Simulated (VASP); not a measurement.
Here is the system:

```yaml
crystal:
  lattice:
    - [1.54703, -2.67954, 0.00000]
    - [1.54703, 2.67954, 0.00000]
    - [0.00000, 0.00000, 10.12797]
  atoms:
    - { symbol: Si, position: [0.00000, 0.00000, 0.00032] }
    - { symbol: Si, position: [0.00000, 0.00000, 0.50032] }
    - { symbol: Si, position: [0.66667, 0.33333, 0.75028] }
    - { symbol: Si, position: [0.33333, 0.66667, 0.25028] }
    - { symbol: C, position: [0.00000, 0.00000, 0.81286] }
    - { symbol: C, position: [0.00000, 0.00000, 0.31286] }
    - { symbol: C, position: [0.66667, 0.33333, 0.56217] }
    - { symbol: C, position: [0.33333, 0.66667, 0.06217] }
```

These are PBE GGA, VASP's PBE PAW potentials (set 64) (plane waves; VASP) values and carry that method's errors. Numerical set-up: 520 eV cut-off, Gaussian smearing of 0.050 eV, potentials Si C.

Give the energies of bands 7 to 20 at the high-symmetry points, in eV from the valence-band maximum.

| band | Γ | M | K | A | L | H |
|---|---|---|---|---|---|---|
| 7 | -4.31 | -6.98 | -7.22 | -1.53 | -7.31 | -7.02 |
| 8 | -1.18 | -6.58 | -6.16 | -1.53 | -7.31 | -7.02 |
| 9 | -1.18 | -4.84 | -6.10 | -1.04 | -3.78 | -5.68 |
| 10 | -0.72 | -4.04 | -6.10 | -1.04 | -3.78 | -5.68 |
| 11 | -0.72 | -3.22 | -4.32 | -1.04 | -2.99 | -4.95 |
| 12 | -0.58 | -2.37 | -4.32 | -1.04 | -2.99 | -4.95 |
| 13 | -0.58 | -2.34 | -3.94 | -0.21 | -2.47 | -2.73 |
| 14 | -0.05 | -2.20 | -2.83 | -0.21 | -2.47 | -2.73 |
| 15 | 0.00 | -1.56 | -2.83 | -0.21 | -1.54 | -2.42 |
| 16 | 0.00 | -1.12 | -1.66 | -0.21 | -1.54 | -2.42 |
| 17 | 4.96 | 2.23 | 3.97 | 5.17 | 2.63 | 3.24 |
| 18 | 5.54 | 2.34 | 3.97 | 5.17 | 2.63 | 3.24 |
| 19 | 6.12 | 4.18 | 5.11 | 6.62 | 4.18 | 6.60 |
| 20 | 6.18 | 4.66 | 5.54 | 6.62 | 4.18 | 6.61 |

The gap is indirect, 2.22 eV, from the valence maximum at Γ to the conduction minimum at M.

Measured: gap 3.26 eV (computed value off by -1.04 eV), as given by Daiki Deguchi et al., Japanese Journal of Applied Physics (2016), arXiv:1512.06930.

The compound is SiC in the 4h structure. It was relaxed first.
